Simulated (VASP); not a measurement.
Data:

```
CELL_PARAMETERS angstrom
      0.00000     1.83263     1.83263
      1.83263     0.00000     1.83263
      1.83263     1.83263     0.00000
ATOMIC_POSITIONS crystal
  Ni 0.00000 0.00000 0.00000
  H  0.50000 0.50000 0.50000
```

Computed with PBEsol GGA, VASP's PBE PAW potentials (set 64) (plane waves; VASP 6.6.1). Settings: 400 eV cut-off, Gaussian smearing of 0.050 eV, potentials Ni H.

Q: Give the energies of bands 1 to 7 at the high-symmetry points, in eV from the Fermi level.

A: 
| band | Γ | X | U | L | W |
|---|---|---|---|---|---|
| 1 | -12.65 | -7.85 | -7.16 | -6.54 | -7.02 |
| 2 | -2.13 | -3.83 | -3.64 | -5.08 | -3.00 |
| 3 | -2.13 | -0.60 | -2.24 | -2.39 | -3.00 |
| 4 | -2.13 | -0.28 | -1.22 | -2.39 | -1.50 |
| 5 | -1.26 | -0.28 | -0.52 | -0.52 | -0.28 |
| 6 | -1.26 | 0.28 | 2.60 | -0.52 | 3.29 |
| 7 | 15.23 | 3.87 | 3.73 | 3.84 | 5.41 |

It has no gap at this level: it comes out as a metal or semimetal.

The structure comes from a computed database's NiH entry (Fm-3m); how it stands against other phases isn't given here. It was relaxed first. The run is not spin-polarised, so no magnetic state was tried. The electron count is odd and the run is not spin-polarised, which forces a metal.
